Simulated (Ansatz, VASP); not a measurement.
# Ge2MoAs4 (MoGe2As4 monolayer) in two plane-wave programs

One calculation is typed for both programs; each brings its own data sets. How far apart do they land? Of the first pair: The structure shown is the start of the Ansatz relaxation below; VASP solves that cell, so the two are compared at the walk's first step.

Calculated with Ansatz 0.2.0; plane waves, with VASP 6.6.1 beside it; single point at PBE with D3(BJ).

**1. The starting structure**

The cell holds 7 atoms: 4 As, 2 Ge and 1 Mo. Cell: a = 3.730 Å, b = 3.730 Å, c = 49.220 Å, α = 90.0°, β = 90.0°, γ = 120.0°. Vacuum lies along c.

**2. Ansatz: relaxation, PBE with D3(BJ)**

Ansatz runs on its default PAW (the set named soft_2) files.

The two programs are compared at the cell with which this relaxation starts, whose forces are those of its first step.

Input file input.yaml:

```yaml
crystal:
  lattice:
    - [3.73, 0.0, 0.0]
    - [-1.865, 3.2302747561, 0.0]
    - [0.0, 0.0, 49.2195424057]
  atoms:
    - { symbol: As, position: [0.0, 0.0, 0.407358521] }
    - { symbol: Ge, position: [0.3333333333, 0.6666666667, 0.4248921795] }
    - { symbol: As, position: [0.3333333333, 0.6666666667, 0.4720279286] }
    - { symbol: Mo, position: [0.0, 0.0, 0.5] }
    - { symbol: As, position: [0.3333333333, 0.6666666667, 0.5279720714] }
    - { symbol: Ge, position: [0.3333333333, 0.6666666667, 0.5751078205] }
    - { symbol: As, position: [0.0, 0.0, 0.592641479] }
  periodic: [true, true, false]
kpoints:
  mp_grid: { grid: [12, 12, 1] }
hamiltonian:
  xc: pbe
  dispersion: d3bj
scf:
  occupations: { method: fermi_dirac, width: 0.05 }
  convergence: { dr2_threshold: 1.0e-09 }
relax:
  f_tol: 0.004
  max_steps: 90
  cell: {}
output:
  write_potential: true
  write_density: true
  volumetric_format: npy
```

The run is started by

```bash
> ansatz run input.yaml --threads 4 --pin off --max-ram 6144MiB --backend cpu --events-out ev --progress --plain --runs-dir out
```

Numbers of over 12 decimals in the logs are rounded to 6 here.

The program printed:

```text
Warning: relax.cell: scf.convergence.dr2_threshold = 1e-9 eV is looser than the 1.91488656446e-10 eV advised for a relaxation that steers and ends on the stress (1e-10 eV for each atom of the cell: 7, times the square of relax.cell.stress_2d_tol = 0.05 N/m over 19.1 Å (the atoms' height at the walk's start and 5 Å past either face), 2.615e-2 GPa, over a crystal's default 0.05). What an SCF threshold leaves in a stress goes as its square root, and in the free energy as the threshold itself, and one threshold admits the most on a small cell: [figures from the program's tests cut] Set scf.convergence.dr2_threshold to 1.91488656446e-10 eV or tighter. [rest of the remark cut]
Engine: ansatz 0.2.0, x86_64-unknown-linux-gnu
Pseudopotentials: kind: paw
Pseudopotential: As, paw, valence charge 15, recommended cutoff 420 eV (normal), As.paw.azcp
Pseudopotential: Ge, paw, valence charge 14, recommended cutoff 420 eV (normal), Ge.paw.azcp
Pseudopotential: Mo, paw, valence charge 14, recommended cutoff 420 eV (normal), Mo.paw.azcp
Functional definition: PBE
  parameter kappa = 0.804
  parameter beta = 0.066725
  exchange = pbe_x(kappa = kappa, mu = beta*pi^2/3)
  correlation = pbe_c(beta = beta)
Crystal: 7 atoms, lattice volume = 593.043 Å³
Basis set: ecut = 420 eV, 11661 PW (Γ), exchange–correlation on 50×50×720 points (8 copies of the dense FFT grid, shifted against one another)
Bands: 62, of which v1, the nominal top of the filled ones, is band 51 counted from 1 (50 counted from 0)
Symmetry: 12 space group operations
Space group: P-6m2 (ITA 187), of the structure as read, at distance tolerance 8.4e-5 Å
k-points: 19 of 144 (time reversal used)
Non-local potential: As, projectors of the file, l = 0: 2, l = 1: 2, l = 2: 3, l = 3: 1
Non-local potential: Ge, projectors of the file, l = 0: 2, l = 1: 2, l = 2: 3, l = 3: 1
Non-local potential: Mo, projectors of the file, l = 0: 3, l = 1: 2, l = 2: 2, l = 3: 1
PAW form: soft (Blöchl's): semilocal exchange-correlation on the pseudo side does not see the compensation charge
PAW one-centre angular grid: As, 590 points (default); XC on 64 Gauss nodes
PAW one-centre angular grid: Ge, 590 points (default); XC on 64 Gauss nodes
PAW one-centre angular grid: Mo, 590 points (default); XC on 64 Gauss nodes
Initial density: superposition of atomic densities (neutral atoms: chi_scale 0, normalization atom), corrected by the library's trained network
Initial wavefunctions: pseudopotential atomic-orbital guess
Functional: x = pbe(κ = 0.804, μ = 0.219515), c = pbe(β = 0.066725)
SCF iter   1: F=—  HF=-32972.241189 eV  |F-HF|=—  |Δ(HF+E_count)|=         —  Δρ=4.16e-3  dr2=7.87e-1  ethr=1.77e-3  ⟨swp⟩=12.1  Hψ=6344  notcnv=0  defer=18
preconditioner: auto → LDOS  [metal: Δε(μ)=0.045 eV  Ē_g=8.846 eV  σ=0.050 eV  W_gap=0.22  n_scr=84 (ndim 8)  ℏωp=8.9 eV  f_vac=0.741  D(μ)=1.66/eV (n_scr^D=10)  β→1.0]
SCF iter   2: F=—  HF=-32972.191288 eV  |F-HF|=—  |Δ(HF+E_count)|=   4.99e-2  Δρ=2.80e-3  dr2=2.39e-1  ethr=7.72e-4  ⟨swp⟩=4.0  Hψ=1887  notcnv=0  defer=72
SCF iter   3: F=—  HF=-32972.167804 eV  |F-HF|=—  |Δ(HF+E_count)|=   2.35e-2  Δρ=5.23e-4  dr2=2.71e-3  ethr=2.34e-4  ⟨swp⟩=3.7  Hψ=1906  notcnv=0  defer=72
SCF iter   4: F=—  HF=-32972.167025 eV  |F-HF|=—  |Δ(HF+E_count)|=   7.79e-4  Δρ=1.67e-4  dr2=2.51e-4  ethr=2.65e-6  ⟨swp⟩=3.3  Hψ=2219  notcnv=0  defer=72
SCF iter   5: F=—  HF=-32972.167032 eV  |F-HF|=—  |Δ(HF+E_count)|=   7.13e-6  Δρ=5.42e-5  dr2=2.84e-5  ethr=2.46e-7  ⟨swp⟩=3.2  Hψ=1980  notcnv=0  defer=72
SCF iter   6: F=—  HF=-32972.167088 eV  |F-HF|=—  |Δ(HF+E_count)|=   5.66e-5  Δρ=2.66e-5  dr2=1.33e-5  ethr=2.78e-8  ⟨swp⟩=3.3  Hψ=2267  notcnv=0  defer=72
SCF iter   7: F=—  HF=-32972.167090 eV  |F-HF|=—  |Δ(HF+E_count)|=   1.64e-6  Δρ=7.59e-6  dr2=3.27e-7  ethr=1.31e-8  ⟨swp⟩=2.8  Hψ=1561  notcnv=0  defer=72
SCF iter   8: F=—  HF=-32972.167122 eV  |F-HF|=—  |Δ(HF+E_count)|=   3.19e-5  Δρ=3.03e-6  dr2=3.27e-8  ethr=3.20e-10  ⟨swp⟩=3.6  Hψ=2524  notcnv=0  defer=72
SCF iter   9: F=—  HF=-32972.167122 eV  |F-HF|=—  |Δ(HF+E_count)|=   1.69e-7  Δρ=1.16e-6  dr2=3.87e-9  ethr=3.21e-11  ⟨swp⟩=2.9  Hψ=2321  notcnv=0  defer=72
SCF iter  10: F=-32972.167122 eV  HF=-32972.167122 eV  |F-HF|=4.60e-8  |Δ(HF+E_count)|=   9.40e-8  Δρ=3.60e-7  dr2=3.31e-10  ethr=1.00e-12  ⟨swp⟩=12.4  Hψ=8327  notcnv=0
SCF 1 converged in 10 iterations: F = -32972.167122 eV  dr2 = 3.31e-10
[...]
SCF iter   6: F=—  HF=-32973.323908 eV  |F-HF|=—  |Δ(HF+E_count)|=   7.96e-8  Δρ=3.48e-6  dr2=1.61e-7  ethr=1.29e-9  ⟨swp⟩=2.2  Hψ=1599  notcnv=0
SCF iter   7: F=—  HF=-32973.323908 eV  |F-HF|=—  |Δ(HF+E_count)|=   2.04e-8  Δρ=7.98e-7  dr2=6.41e-9  ethr=1.58e-10  ⟨swp⟩=2.6  Hψ=1412  notcnv=0
SCF iter   8: F=-32973.323908 eV  HF=-32973.323908 eV  |F-HF|=5.75e-10  |Δ(HF+E_count)|=   9.26e-9  Δρ=2.55e-7  dr2=8.85e-10  ethr=1.00e-12  ⟨swp⟩=9.6  Hψ=8896  notcnv=0
SCF 7 converged in 8 iterations: F = -32973.323908 eV  dr2 = 8.85e-10
relax step   7: F+E_penalty+E_count = -32973.32390820 eV  Δ(F+E_penalty+E_count) = -8.385e-5 eV  max|allowed force component| = 2.840e-4 eV/Å  Δτ_max = 0.0021 Å  P = -0.003 N/m  Ω = 562.173 Å³  energy of the carried Pulay correction = +1.471e-3 eV  fix = [c, alpha, beta]  reactions: c -0.000 N/m  (8 SCF iters, accepted)
Initial wavefunctions: pseudopotential atomic-orbital guess (no wavefunctions were taken with the density)
iter 1 solved again at ethr=6.99e-7 eV; its pass at ethr=3.10e-3 eV (dr2=7.13e-4 eV) is discarded
SCF iter   1: F=—  HF=-32973.322597 eV  |F-HF|=—  |Δ(HF+E_count)|=         —  Δρ=2.60e-5  dr2=6.79e-7  ethr=6.99e-7  ⟨swp⟩=6.8  Hψ=10546  notcnv=0
eigensolver tolerance schedule: the retry pair's looser diagonalisation over-reported the residual by 1049.04 of it (diagonalisation noise at 0.31 of the residual, at the tolerance the schedule requests for it); recorded, not acted on — ethr = c·dr2/N_el stays at c = 1.0e-1
preconditioner: auto → Resta (q_TF=auto, 2.053 Å⁻¹)  ε∞=2.2  [insulator: Δε(μ)=0.593 eV  Ē_g=8.486 eV  σ=0.050 eV  W_gap=0.99  n_scr=74 (ndim 8)  ℏωp=9.1 eV  f_vac=0.721  D(μ)=0.01/eV (n_scr^D=0)  ε∞_Penn≈2.2  vacuum switching on, ρ_ref=5.2e-3 e/Å³]
SCF iter   2: F=—  HF=-32973.322629 eV  |F-HF|=—  |Δ(HF+E_count)|=   3.27e-5  Δρ=1.61e-5  dr2=4.05e-7  ethr=6.66e-10  ⟨swp⟩=4.4  Hψ=3433  notcnv=0
SCF iter   3: F=—  HF=-32973.322630 eV  |F-HF|=—  |Δ(HF+E_count)|=   2.38e-7  Δρ=5.39e-6  dr2=7.07e-8  ethr=3.97e-10  ⟨swp⟩=2.1  Hψ=2154  notcnv=0
SCF iter   4: F=—  HF=-32973.322630 eV  |F-HF|=—  |Δ(HF+E_count)|=   5.57e-8  Δρ=4.18e-6  dr2=4.22e-7  ethr=6.93e-11  ⟨swp⟩=3.6  Hψ=2676  notcnv=0  recentre
SCF iter   5: F=—  HF=-32973.322630 eV  |F-HF|=—  |Δ(HF+E_count)|=   4.00e-8  Δρ=7.13e-7  dr2=1.16e-8  ethr=6.93e-11  ⟨swp⟩=2.5  Hψ=1819  notcnv=0
SCF iter   6: F=-32973.322630 eV  HF=-32973.322630 eV  |F-HF|=8.95e-10  |Δ(HF+E_count)|=  4.44e-10  Δρ=4.10e-7  dr2=6.08e-10  ethr=1.00e-12  ⟨swp⟩=13.4  Hψ=9467  notcnv=0
SCF 8 converged in 6 iterations: F = -32973.322630 eV  dr2 = 6.08e-10
relax step   8: F+E_penalty+E_count = -32973.32262961 eV  Δ(F+E_penalty+E_count) = +1.279e-3 eV  max|allowed force component| = 3.477e-4 eV/Å  Δτ_max = 0.0000 Å  P = -0.009 N/m  Ω = 562.173 Å³  fix = [c, alpha, beta]  reactions: c -0.000 N/m  stress off target by 8.77e-3 N/m on what of the cell is left free  SCF on the basis re-selected at this cell (its energy is not comparable with the rows above)  (6 SCF iters)
basis re-selected at this cell: Δ(F+E_penalty+E_count) = +1.279e-3 eV, ΔP = -0.006 N/m vs the last step (what re-selecting the basis moved, of the pressure what is left beyond the Pulay correction that the steps carried, after the strain that the cell walked since its last selection, with what the two solves' SCF thresholds leave and, on support functions, any second-order correction that the steps lacked; it is no m [...]
SCF converged after 6 iterations
Free energy (F): -32973.322630 eV
Harris-Foulkes:  -32973.322630 eV  (|F-HF|=8.95e-10)
Internal energy: -32973.322455 eV  (E = F + TS)
E sigma→0 (E₀):  -32973.322542 eV
Entropy (-TS):   -0.000174 eV (-0.025 meV/atom)
Fermi energy:    -4.673931 eV
--- Per-component energies (eV) ---
  E_band       = -2903.043171
  E_kinetic    = 1077.220124
  E_local      = -689970.802503  (includes V_loc(G=0)·N_el)
  E_nonlocal   = -1700.159985
  E_hartree    = 344104.502972
  E_xc         = -651.616285
  E_vxc        = -675.382803  (∫ρ·V_xc dr)
  E_paw        = -14582.783338  (= ΣΔE_a)
  E_vpaw       = 157.083541  (= ΣTr[D̂ρ^β])
  E_aug_tail   = 0.000705  (compensation charges beyond the density's cutoff)
  E_ewald      = 328752.761858
  E_disp       = -2.446004  (pairwise vdW)
  E_smearing   = -0.000174  (= −TS)
  E_closure    = -0.000000  (closes the sum)
  Σ components = -32973.322630   (vs F -32973.322630, Δ=0.00e0)
--- Forces (eV/Å), atoms counted from 1 ---
  atom   1  As     0.00000000    -0.00000000    -0.00034769
  atom   2  Ge     0.00000000    -0.00000000    -0.00016699
  atom   3  As     0.00000000    -0.00000000    -0.00021355
  atom   4  Mo     0.00000000    -0.00000000     0.00000000
  atom   5  As     0.00000000    -0.00000000     0.00021355
  atom   6  Ge     0.00000000    -0.00000000     0.00016699
  atom   7  As     0.00000000    -0.00000000     0.00034769
  max |Σ_I F_I| component: 2.47e-16 eV/Å
--- 2D stress c σ (N/m, compression-positive) ---
       -0.008775      -0.000000       0.000000
       -0.000000      -0.008775       0.000000
        0.000000       0.000000      -0.000000
  P = ½ c Tr σ = -0.0088 N/m
--- Band table (eV; the first three rows and the last of 19) ---
  k-point 0: bands = [... 47 lower, -5.0066, -5.0066, -4.9784, -4.9784, -2.6315, -2.6107, -2.0307, -2.0307, ... 7 higher]
  k-point 1: bands = [... 47 lower, -5.6227, -5.2127, -5.1774, -5.0236, -2.4436, -2.4336, -1.8870, -1.8743, ... 7 higher]
  k-point 2: bands = [... 47 lower, -5.7350, -5.6662, -5.6193, -5.1903, -2.9217, -2.8967, -2.0338, -2.0189, ... 7 higher]
  k-point 18: bands = [... 47 lower, -7.3945, -6.5187, -5.8331, -5.0566, -4.3857, -4.1584, -3.2167, -3.0639, ... 7 higher]
  the weakly bound empty levels are not read free of the cell's end (no_gap_told)
--- Relaxed structure (7 steps of the walk, 6 accepted, 1 SCFs on fresh bases) ---
  F+E_penalty+E_count = -32973.32262961 eV   max|allowed force component| = 3.477e-4 eV/Å   (the final SCF, on the basis selected at the relaxed cell)
  cell:  # Å, volume = 562.1732 Å³
    - [3.631625, 3.64062028742963e-18, 0]
    - [-1.815812, 3.145079, 0]
    - [0, 0, 49.2195424057]
  atoms:
    - { symbol: As, position: [1.3178113783993585e-17, -5.135725556199065e-17, 0.396691] }
    - { symbol: Ge, position: [0.333333, 0.666667, 0.420911] }
    - { symbol: As, position: [0.333333, 0.666667, 0.470172] }
    - { symbol: Mo, position: [1.0573552618554969e-17, -5.135725556199065e-17, 0.500000] }
    - { symbol: As, position: [0.333333, 0.666667, 0.529828] }
    - { symbol: Ge, position: [0.333333, 0.666667, 0.579089] }
    - { symbol: As, position: [7.968991453116396e-18, -5.135725556199065e-17, 0.603309] }
```

The column dr2 measures how far the density is from self-consistency, as an energy; F and HF (Harris–Foulkes) agree once it is small.

[end of part 1 of 2]

[Lines on the potential files, build, host, timing and source positions are cut from VASP's logs without a mark.]

[Logs are printed without paths, hosts, clocks, repeated set-up lines and the standing remarks that a program may print on its own settings, such as how far it seeks lower states.]

[Hosts, paths, dates, database ids (printed as entryN), source tags and the programs' standing remarks are cut or masked in the printed files.]
